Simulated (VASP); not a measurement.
# CoBi (F-43m) in VASP: single point with PBE

Aim: the single point of CoBi with PBE.

Program: VASP 6.6.1. These are calculated values, not measurements. Logs are shortened: lines on timing, memory, paths and dates and some standing lists are left out, and cuts for length are marked.

**1. The structure**

The structure is cubic, space group F-43m (No. 216). Conventional cell: a = 5.873 Å, b = 5.873 Å, c = 5.873 Å, α = 90.00°, β = 90.00°, γ = 90.00°. Co (site symmetry -43m) is surrounded by 4 Bi at 2.54 Å. Bi (site symmetry -43m) has 4 Co at 2.54 Å as nearest neighbours.

The cell was built by a generator and needn't be a form met in nature.

**2. Single point, PBE, collinear spin, typed start**

INCAR

```
SYSTEM = CoBi
  PREC = Accurate
  ENCUT = 520
  EDIFF = 1E-6
  ISMEAR = 0
  SIGMA = 0.1
  LREAL = .False.
  LASPH = .True.
  NELM = 150
  ALGO = Normal
  ISIF = 2
  LWAVE = .False.
  LCHARG = .False.
  ISPIN = 2
  MAGMOM = 0.81 0
  LORBIT = 11
  LMAXMIX = 4
  GGA = PE
  NBANDS = 23
```

KPOINTS

```
Automatic mesh
0
Gamma
  12 12 12
  0 0 0
```

POSCAR

```
CoBi
1.0
    0.0000000000      2.9362538660      2.9362538660
    2.9362538660      0.0000000000      2.9362538660
    2.9362538660      2.9362538660      0.0000000000
Co Bi
1 1
Direct
    0.0000000000      0.0000000000      0.0000000000
    0.2500000000      0.2500000000      0.2500000000
```

Potentials or basis: VASP PAW PBE potentials, release 64 (Co, Bi_d).

Launch:

```bash
$ cat potpaw_PBE.64/Co/POTCAR potpaw_PBE.64/Bi_d/POTCAR > POTCAR
$ mpirun -np 1 vasp_std > vasp.out
```

OUTCAR:

```text
SYSTEM = CoBi
   PREC = Accurate
   ENCUT = 520
   EDIFF = 1E-6
   ISMEAR = 0
   LREAL = .False.
   LASPH = .True.
   NELM = 150
   ISIF = 2
   ISPIN = 2
   LORBIT = 11
   GGA = PE

 ion  position               nearest neighbor table
   1  0.000  0.000  0.000-   2 2.54   2 2.54   2 2.54   2 2.54
   2  0.250  0.250  0.250-   1 2.54   1 2.54   1 2.54   1 2.54

  LATTYP: Found a face centered cubic cell.
 ALAT       =     5.8725077320

  Lattice vectors:

 A1 = (   0.0000000000,   2.9362538660,   2.9362538660)
 A2 = (   2.9362538660,   0.0000000000,   2.9362538660)
 A3 = (   2.9362538660,   2.9362538660,   0.0000000000)

Analysis of symmetry for initial positions (statically):
=====================================================================
 Subroutine PRICEL returns:
 Original cell was already a primitive cell.

 Routine SETGRP: Setting up the symmetry group for a
 face centered cubic supercell.

 Subroutine GETGRP returns: Found 24 space group operations
 (whereof 24 operations were pure point group operations)
 out of a pool of 48 trial point group operations.

The static configuration has the point symmetry T_d .

Analysis of symmetry for dynamics (positions and initial velocities):
=====================================================================
 Subroutine PRICEL returns:
 Original cell was already a primitive cell.

 Routine SETGRP: Setting up the symmetry group for a
 face centered cubic supercell.

 Subroutine GETGRP returns: Found 24 space group operations
 (whereof 24 operations were pure point group operations)
 out of a pool of 48 trial point group operations.

The dynamic configuration has the point symmetry T_d .

Analysis of structural, dynamic, and magnetic symmetry:
=====================================================================
 Subroutine PRICEL returns:
 Original cell was already a primitive cell.

 Routine SETGRP: Setting up the symmetry group for a
 face centered cubic supercell.

 Subroutine GETGRP returns: Found 24 space group operations
 (whereof 24 operations were pure point group operations)
 out of a pool of 48 trial point group operations.

The overall configuration has the point symmetry T_d .

 Subroutine INISYM returns: Found 24 space group operations
 (whereof 24 operations are pure point group operations),
 and found     1 'primitive' translations

----------------------------------------------------------------------------------------

                                     Primitive cell

  volume of cell :      50.6303

  direct lattice vectors                    reciprocal lattice vectors
     0.000000000  2.936253866  2.936253866    -0.170285004  0.170285004  0.170285004
     2.936253866  0.000000000  2.936253866     0.170285004 -0.170285004  0.170285004
     2.936253866  2.936253866  0.000000000     0.170285004  0.170285004 -0.170285004

  length of vectors
     4.152490040  4.152490040  4.152490040     0.294942278  0.294942278  0.294942278

  position of ions in fractional coordinates (direct lattice)
     0.000000000  0.000000000  0.000000000
     0.250000000  0.250000000  0.250000000

  ion indices of the primitive-cell ions
   primitive index   ion index
                 1           1
                 2           2

----------------------------------------------------------------------------------------

 KPOINTS: Automatic mesh

Automatic generation of k-mesh.
 Grid dimensions read from file:
 generate k-points for:   12   12   12

 Generating k-lattice:

  Cartesian coordinates                     Fractional coordinates (reciprocal lattice)
    -0.014190417  0.014190417  0.014190417     0.083333333  0.000000000  0.000000000
     0.014190417 -0.014190417  0.014190417     0.000000000  0.083333333  0.000000000
     0.014190417  0.014190417 -0.014190417     0.000000000  0.000000000  0.083333333

  Length of vectors
     0.024578523  0.024578523  0.024578523

  Shift w.r.t. Gamma in fractional coordinates (k-lattice)
     0.000000000  0.000000000  0.000000000

 Subroutine IBZKPT returns following result:
 ===========================================

 Found     72 irreducible k-points:

 Following reciprocal coordinates:
            Coordinates               Weight
  0.000000  0.000000  0.000000      1.000000
  0.083333  0.000000  0.000000      8.000000
  0.166667  0.000000  0.000000      8.000000
  0.250000  0.000000  0.000000      8.000000
  0.333333  0.000000  0.000000      8.000000
  0.416667  0.000000  0.000000      8.000000
[... 16 lines left out ...]
  0.500000  0.166667  0.000000     24.000000
 -0.416667  0.166667  0.000000     24.000000
 [... further k-points ...]
   k-points           NKPTS =     72   k-points in BZ     NKDIM =     72   number of bands    NBANDS=     23
   number of dos      NEDOS =    301   number of ions     NIONS =      2
   total plane-waves  NPLWV =  32768
   dimension x,y,z NGX =    32 NGY =   32 NGZ =   32
   dimension x,y,z NGXF=    64 NGYF=   64 NGZF=   64
   ions per type =               1   1
   NGX,Y,Z   is equivalent  to a cutoff of  12.81, 12.81, 12.81 a.u.
   NGXF,Y,Z  is equivalent  to a cutoff of  25.62, 25.62, 25.62 a.u.
 SYSTEM =  CoBi
   PREC   = accura    normal or accurate (medium, high low for compatibility)
   ISTART =      0    job   : 0-new  1-cont  2-samecut
   ICHARG =      2    charge: 1-file 2-atom 10-const
   ISPIN  =      2    spin polarized calculation?
   LNONCOLLINEAR =      F non collinear calculations
   LSORBIT =      F    spin-orbit coupling
   LASPH  =      T    aspherical Exc in radial PAW
   ENCUT  =  520.0 eV  38.22 Ry    6.18 a.u.   7.72  7.72  7.72*2*pi/ulx,y,z
   NELM   =    150;   NELMIN=  2; NELMDL= -5     # of ELM steps
   EDIFF  = 0.1E-05   stopping-criterion for ELM
   LREAL  =      F    real-space projection
   EDIFFG = 0.1E-04   stopping-criterion for IOM
   NSW    =      0    number of steps for IOM
   IBRION =     -1    ionic relax: 0-MD 1-quasi-New 2-CG
   NFREE  =      0    steps in history (QN), initial steepest desc. (CG)
   ISIF   =      2    stress and relaxation
   ISYM   =      2    0-nonsym 1-usesym 2-fastsym
   POTIM  = 0.5000    time-step for ionic-motion
   TEBEG  =    0.0;   TEEND  =   0.0 temperature during run
   PSTRESS=    0.0 pullay stress
   NELECT =      24.0000    total number of electrons
   NUPDOWN=      -1.0000    fix difference up-down
   EMIN   =  10.00;   EMAX   =-10.00  energy-range for DOS
   EFERMI =   0.00;   METHOD = LEGACY
   ISMEAR =     0;   SIGMA  =   0.10  broadening in eV -4-tet -1-fermi 0-gaus
   EFERMI_NEDOS =   21; number of points for ismear=-14 and -15
   IALGO  =     38    algorithm
   IMIX   =      4    mixing-type and parameters
     AMIX     =   0.40;   BMIX     =  1.00
     AMIX_MAG =   1.60;   BMIX_MAG =  1.00
  volume/ion in A,a.u.               =      25.32       170.84
  Fermi-wavevector in a.u.,A,eV,Ry     =   1.276463  2.412166 22.168767  1.629358
  Thomas-Fermi vector in A             =   2.409118
   LORBIT       =     11    0 simple, 1 ext, 2 COOP (PROOUT), +10 PAW based schemes
   GGA     = PE    functional components
   LHFCALC =     F    Hartree Fock is set to
   AEXX    =    0.0000 exact exchange contribution
   IVDW    =     0    specifies the selected vdW correction
   LEPSILON=     F    determine dielectric tensor
   LRPA    =     F    only Hartree local field effects (RPA)
 spin polarized calculation
 Gauss-broadening in eV      SIGMA  =   0.10
  energy-cutoff  :      520.00
  volume of cell :       50.63
 maximum number of plane-waves:      1381
   NGX = 15   NGY = 15   NGZ = 15

 number of electron      23.9999992 magnetization       0.0019063

 Free energy of the ion-electron system (eV)
  ---------------------------------------------------
  ext. energy  EPLUGINS =         0.00000000
  ---------------------------------------------------
  free energy    TOTEN  =        -9.47604590 eV

  energy without entropy =       -9.46473621  energy(sigma->0) =       -9.47039105

 E-fermi :   5.8343     XC(G=0):  -9.9302

 val. band max:        5.8307711814   @ k =   0.5000   0.5000   0.0000
 cond. band min:       5.8377844056   @ k =   0.5000   0.4167   0.0000
 fundamental gap:      0.0070132242
 Fermi energy:         5.8343087911

 spin component 1

 k-point     1 :       0.0000    0.0000    0.0000
  band No.  band energies     occupation
      1     -16.5140      1.00000
      2     -16.5140      1.00000
      3     -16.5140      1.00000
      4     -16.4608      1.00000
      5     -16.4608      1.00000
      6      -5.9806      1.00000
[... 15 lines left out ...]
     22      16.7943      0.00000
     23      18.5879      0.00000
[... 575 lines left out ...]
      1     -16.5115      1.00000
      2     -16.5036      1.00000
      3     -16.4985      1.00000
      4     -16.4573      1.00000
      5     -16.4542      1.00000
      6      -4.6989      1.00000
[... 15 lines left out ...]
     22      22.4517      0.00000
     23      22.9713      0.00000

 [... further k-points ...]

 spin component 2

 k-point     1 :       0.0000    0.0000    0.0000
  band No.  band energies     occupation
      1     -16.5141      1.00000
      2     -16.5141      1.00000
      3     -16.5141      1.00000
      4     -16.4608      1.00000
      5     -16.4608      1.00000
      6      -5.9807      1.00000
[... 15 lines left out ...]
     22      16.7944      0.00000
     23      18.5880      0.00000
[... 575 lines left out ...]
      1     -16.5116      1.00000
      2     -16.5037      1.00000
      3     -16.4985      1.00000
      4     -16.4574      1.00000
      5     -16.4543      1.00000
      6      -4.6990      1.00000
[... 15 lines left out ...]
     22      22.4517      0.00000
     23      22.9714      0.00000

 [... further k-points ...]

------------------------ aborting loop because EDIFF is reached ----------------------------------------

  FORCE on cell =-STRESS in cart. coord.  units (eV):
  Direction    XX          YY          ZZ          XY          YZ          ZX
  --------------------------------------------------------------------------------------
  -------------------------------------------------------------------------------------
  Total       -0.0151464     -0.0151464     -0.0151464     -0.0000000      0.0000000     -0.0000000
  in kB       -0.4793035     -0.4793035     -0.4793035     -0.0000000      0.0000000     -0.0000000
  external PRESSURE =      -0.4793035 kB  Pullay stress =       0.0000000 kB

 VOLUME and BASIS-vectors are now :
 -----------------------------------------------------------------------------
  energy-cutoff  :      520.00
  volume of cell :       50.63
      direct lattice vectors                 reciprocal lattice vectors
     0.000000000  2.936253866  2.936253866    -0.170285004  0.170285004  0.170285004
     2.936253866  0.000000000  2.936253866     0.170285004 -0.170285004  0.170285004
     2.936253866  2.936253866  0.000000000     0.170285004  0.170285004 -0.170285004

 POSITION                                       TOTAL-FORCE (eV/Angst)
 -----------------------------------------------------------------------------------
      0.00000      0.00000      0.00000         0.000000      0.000000      0.000000
      1.46813      1.46813      1.46813        -0.000000     -0.000000     -0.000000
 -----------------------------------------------------------------------------------
    total drift:                                0.000001      0.000001      0.000001

  FREE ENERGIE OF THE ION-ELECTRON SYSTEM (eV)
  ---------------------------------------------------
  free  energy   TOTEN  =        -9.4760458955 eV

  energy  without entropy=       -9.4647362081  energy(sigma->0) =       -9.47039105

 total charge

# of ion       s       p       d       tot
------------------------------------------
    1        0.434   0.280   7.481   8.196
    2        1.459   1.529   9.950  12.937
--------------------------------------------------
tot          1.893   1.809  17.431  21.133

 magnetization (x)

# of ion       s       p       d       tot
------------------------------------------
    1        0.000   0.000   0.002   0.002
    2        0.000  -0.000   0.000  -0.000
--------------------------------------------------
tot          0.000  -0.000   0.002   0.002
```

Run time: 3.7 min. Hardware: 1 thread of Intel Xeon Platinum 8259CL at 2.50GHz (Skylake/Cascade Lake), shared host; peak memory 0.29 GiB.

What came out:

- Free energy: -9.4760 eV
- Pressure: 0.0 GPa
- Band gap on the k mesh: none (metal or under the smearing width)
- Net moment: 0.00 μB per cell
- Valence electrons inside the program's atomic spheres: Co 8.20; Bi 12.94

Levels at points of the mesh, in eV from the Fermi level:
Spin up:
| k point | band 9 | band 10 | band 11 | band 12 | band 13 | band 14 | band 15 | band 16 |
| --- | --- | --- | --- | --- | --- | --- | --- | --- |
| (0.00, 0.00, 0.00) | -1.96 | -0.76 | -0.76 | 3.83 | 3.87 | 3.87 | 3.87 | 6.72 |
| (0.50, 0.00, 0.00) | -1.82 | -0.74 | -0.74 | -0.66 | 2.15 | 2.15 | 4.52 | 7.34 |
| (0.50, 0.50, 0.00) | -1.49 | -0.97 | -0.73 | -0.53 | 0.00 | 0.00 | 3.94 | 4.79 |
Spin down:
```
           k point  band 10  band 11  band 12  band 13  band 14  band 15
(0.00, 0.00, 0.00)    -0.76    -0.76     3.83     3.87     3.87     3.87
(0.50, 0.00, 0.00)    -0.74    -0.74    -0.66     2.15     2.15     4.52
(0.50, 0.50, 0.00)    -0.97    -0.73    -0.53     0.00     0.00     3.94
```

Caveat: spin-orbit coupling is left out, which moves the levels of the heavy elements.
